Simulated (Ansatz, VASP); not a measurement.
# NaSrHfNbO6 in VASP and in Ansatz

```xyz
10
Lattice="0.0000 4.0809 4.0809 4.0809 0.0000 4.0809 4.0809 4.0809 0.0000" Properties=species:S:1:pos:R:3 pbc="T T T"
Na    6.1213    6.1213    6.1213
Sr    2.0404    2.0404    2.0404
Hf    0.0000    0.0000    0.0000
Nb    4.0809    4.0809    4.0809
O     2.0707    4.0809    4.0809
O     6.0911    4.0809    4.0809
O     4.0809    4.0809    6.0911
O     4.0809    4.0809    2.0707
O     4.0809    2.0707    4.0809
O     4.0809    6.0911    4.0809
```

The cell comes from a database or a generator and needn't be the stable form of this composition.

Alike in both runs: task single point; functional PBE; k mesh 3 × 3 × 3; no spin polarisation.

|  | VASP | Ansatz |
| --- | --- | --- |
| version | VASP 6.6.1 | Ansatz 0.2.0 |
| potentials or method | VASP PAW PBE potentials, release 64 (Na_pv, Sr_sv, Hf_pv, Nb_sv, O) | plane waves, PAW |
| plane-wave cutoff (eV) | 520 | 550 |
| occupations | gaussian, width 0.01 eV | fixed |
| valence electrons in the cell | 76 | 94 |

|  | VASP | Ansatz | Ansatz less VASP |
| --- | --- | --- | --- |
| gap on the k mesh at the Fermi level (eV) | 2.41 | 2.45 | +0.033 |

The two sets of potentials don't hold the same shells in valence.

Caveats: the k mesh is coarse (spacing up to 0.44 Å⁻¹), so the values aren't converged; spin-orbit coupling is left out, which moves the levels of the heavy elements; an odd mesh through Γ misses points on the zone boundary, where band edges often lie. PBE gaps usually lie below the measured ones, often by a third to a half.
